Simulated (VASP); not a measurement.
All values below come from PBE GGA with D3 dispersion (Becke-Johnson damping), VASP's PBE PAW potentials (set 64) (plane waves; VASP).

Input for VASP

**POSCAR**
```
CdTe
4.6132750
  0.0000000000   0.7071067095   0.7071067095
  0.7071067095   0.0000000000   0.7071067095
  0.7071067095   0.7071067095   0.0000000000
Cd Te
1 1
Cart
  0.0000000000   0.0000000000   0.0000000000
  0.3535533548   0.3535533548   0.3535533548
```

File KPOINTS:
```
k-points along high-symmetry lines
15
Line-mode
Reciprocal
  0.000000   0.000000   0.000000 ! GAMMA
 -0.500000  -0.500000   0.000000 ! X

 -0.500000  -0.500000   0.000000 ! X
 -0.375000  -0.375000   0.250000 ! U

 -0.375000  -0.000000   0.375000 ! K
  0.000000   0.000000   0.000000 ! GAMMA

  0.000000   0.000000   0.000000 ! GAMMA
  0.000000   0.000000   0.500000 ! L

  0.000000   0.000000   0.500000 ! L
 -0.500000  -0.250000   0.250000 ! W

 -0.500000  -0.250000   0.250000 ! W
 -0.500000  -0.500000   0.000000 ! X
```

### INCAR
```
SYSTEM = CdTe
PREC = Accurate
ENCUT = 520
EDIFF = 1E-7
NELM = 100
ALGO = Normal
LREAL = .FALSE.
LASPH = .TRUE.
ISMEAR = 0
SIGMA = 0.05
GGA = PE
IVDW = 12
LMAXMIX = 4
LWAVE = .FALSE.
LCHARG = .FALSE.
LORBIT = 11
ICHARG = 11
```

POTCAR, in this order: Cd Te (PBE.64 set). Program: vasp_std. Read from the step before: CHGCAR.

The run wrote:

File OUTCAR:
```
 ion  position               nearest neighbor table
   1  0.000  0.000  0.000-   2 2.83   2 2.83   2 2.83   2 2.83
   2  0.250  0.250  0.250-   1 2.83   1 2.83   1 2.83   1 2.83
  LATTYP: Found a face centered cubic cell.
 ALAT       =     6.5241554106
 Subroutine PRICEL returns:
 Original cell was already a primitive cell.
 Subroutine GETGRP returns: Found 24 space group operations
The static configuration has the point symmetry T_d .
The dynamic configuration has the point symmetry T_d .
 Subroutine INISYM returns: Found 24 space group operations
   k-points           NKPTS =     90   k-points in BZ     NKDIM =     90   number of bands    NBANDS=     13
   number of dos      NEDOS =    301   number of ions     NIONS =      2
   total plane-waves  NPLWV =  46656
   dimension x,y,z NGX =    36 NGY =   36 NGZ =   36
   dimension x,y,z NGXF=    72 NGYF=   72 NGZF=   72
   ions per type =               1   1
   PREC   = accura    normal or accurate (medium, high low for compatibility)
   ISTART =      0    job   : 0-new  1-cont  2-samecut
   ICHARG =     11    charge: 1-file 2-atom 10-const
   ISPIN  =      1    spin polarized calculation?
   LNONCOLLINEAR =      F non collinear calculations
   LSORBIT =      F    spin-orbit coupling
   INIWAV =      1    electr: 0-lowe 1-rand  2-diag
   ENCUT  =  520.0 eV  38.22 Ry    6.18 a.u.   8.58  8.58  8.58*2*pi/ulx,y,z
   NELM   =    100;   NELMIN=  2; NELMDL= -5     # of ELM steps
   EDIFF  = 0.1E-06   stopping-criterion for ELM
   LREAL  =      F    real-space projection
   NLSPLINE    = F    spline interpolate recip. space projectors
   LMAXMIX     =    4 max onsite mixed and CHGCAR
   VOSKOWN=      0    Vosko Wilk Nusair interpolation
   EDIFFG = 0.1E-05   stopping-criterion for IOM
   NSW    =      0    number of steps for IOM
   NBLOCK =      1;   KBLOCK =      1    inner block; outer block
   IBRION =     -1    ionic relax: 0-MD 1-quasi-New 2-CG
   NFREE  =      0    steps in history (QN), initial steepest desc. (CG)
   ISIF   =      2    stress and relaxation
   ISYM   =      2    0-nonsym 1-usesym 2-fastsym
   TEIN   =    0.0    initial temperature
   TEBEG  =    0.0;   TEEND  =   0.0 temperature during run
   SMASS  =  -3.00    Nose mass-parameter (am)
   PSTRESS=    0.0 pullay stress
   NELECT =      18.0000    total number of electrons
   EFERMI =   0.00;   METHOD = LEGACY
   ISMEAR =     0;   SIGMA  =   0.05  broadening in eV -4-tet -1-fermi 0-gaus
   IALGO  =     38    algorithm
   LDIAG  =      T    sub-space diagonalisation (order eigenvalues)
   IMIX   =      4    mixing-type and parameters
     AMIX     =   0.40;   BMIX     =  1.00
     AMIX_MAG =   1.60;   BMIX_MAG =  1.00
     AMIN     =   0.10
   GGA     = PE    functional components
   VOSKOWN =     0    Vosko Wilk Nusair interpolation
   LHFCALC =     F    Hartree Fock is set to
   LHFONE  =     F    Hartree Fock one center treatment
   AEXX    =    0.0000 exact exchange contribution
   IVDW    =    12    specifies the selected vdW correction
   LEPSILON=     F    determine dielectric tensor
   LRPA    =     F    only Hartree local field effects (RPA)
  energy-cutoff  :      520.00
  volume of cell :       69.42
      direct lattice vectors                 reciprocal lattice vectors
     0.000000000  3.262077705  3.262077705    -0.153276545  0.153276545  0.153276545
     3.262077705  0.000000000  3.262077705     0.153276545 -0.153276545  0.153276545
     3.262077705  3.262077705  0.000000000     0.153276545  0.153276545 -0.153276545
 k-point     1 :   0.0000 0.0000 0.0000  plane waves:    1893
 k-point     2 :  -0.0357-0.0357 0.0000  plane waves:    1877
 k-point     3 :  -0.0714-0.0714 0.0000  plane waves:    1868
 k-point     4 :  -0.1071-0.1071 0.0000  plane waves:    1864
 k-point     5 :  -0.1429-0.1429 0.0000  plane waves:    1876
 k-point     6 :  -0.1786-0.1786 0.0000  plane waves:    1868
 k-point     7 :  -0.2143-0.2143 0.0000  plane waves:    1876
 k-point     8 :  -0.2500-0.2500 0.0000  plane waves:    1876
 k-point     9 :  -0.2857-0.2857 0.0000  plane waves:    1860
 k-point    10 :  -0.3214-0.3214 0.0000  plane waves:    1868
...
```

File OSZICAR:
```
       N       E                     dE             d eps       ncg     rms          rms(c)
DAV:   1     0.102070081635E+03    0.10207E+03   -0.85273E+03  2348   0.120E+03
DAV:   2     0.834375640775E-01   -0.10199E+03   -0.98129E+02  2660   0.278E+02
DAV:   3    -0.385522923463E+01   -0.39387E+01   -0.39091E+01  2790   0.567E+01
DAV:   4    -0.389191879025E+01   -0.36690E-01   -0.36686E-01  3344   0.494E+00
DAV:   5    -0.389203639439E+01   -0.11760E-03   -0.11760E-03  2775   0.250E-01
DAV:   6    -0.389203906739E+01   -0.26730E-05   -0.26730E-05  3301   0.272E-02
DAV:   7    -0.389203911444E+01   -0.47045E-07   -0.47016E-07  2456   0.248E-03
   1 F= -.45600257E+01 E0= -.45600257E+01  d E =-.220871E-12
```

**OUTCAR**
```
 val. band max:        2.1678782684   @ k =   0.0000   0.0000   0.0000

 cond. band min:       2.8788187235   @ k =   0.0000   0.0000   0.0000



 k-point     1 :       0.0000    0.0000    0.0000
  band No.  band energies     occupation
      1      -8.8932      2.00000
      2      -6.0517      2.00000
      3      -6.0517      2.00000
      4      -6.0517      2.00000
      5      -5.8057      2.00000
      6      -5.8057      2.00000
      7       2.1679      2.00000
      8       2.1679      2.00000
      9       2.1679      2.00000
     10       2.8788      0.00000
     11       6.7834      0.00000
     12       6.7834      0.00000
     13       6.7834      0.00000

 k-point     2 :      -0.0357   -0.0357    0.0000
  band No.  band energies     occupation
      1      -8.8868      2.00000
      2      -6.0500      2.00000
      3      -6.0500      2.00000
      4      -6.0480      2.00000
      5      -5.8063      2.00000
      6      -5.8053      2.00000
      7       1.9441      2.00000
      8       2.1344      2.00000
      9       2.1344      2.00000
     10       3.1072      0.00000
     11       6.7171      0.00000
     12       6.8325      0.00000
     13       6.8325      0.00000

 k-point     3 :      -0.0714   -0.0714    0.0000
  band No.  band energies     occupation
      1      -8.8681      2.00000
      2      -6.0448      2.00000
      3      -6.0448      2.00000
      4      -6.0370      2.00000
      5      -5.8080      2.00000
      6      -5.8043      2.00000
      7       1.5491      2.00000
      8       2.0391      2.00000
      9       2.0391      2.00000
     10       3.5134      0.00000
     11       6.5440      0.00000
     12       6.9748      0.00000
     13       6.9748      0.00000

 k-point     4 :      -0.1071   -0.1071    0.0000
  band No.  band energies     occupation
      1      -8.8380      2.00000
      2      -6.0365      2.00000
      3      -6.0364      2.00000
      4      -6.0182      2.00000
...
```

The density is held fixed in this step, so its total energy and stress have no physical meaning. Unless said otherwise, spin-orbit coupling is left out, though it shifts the bands of the heavy elements here.

The compound is CdTe in the zinc blende structure. It was relaxed first.
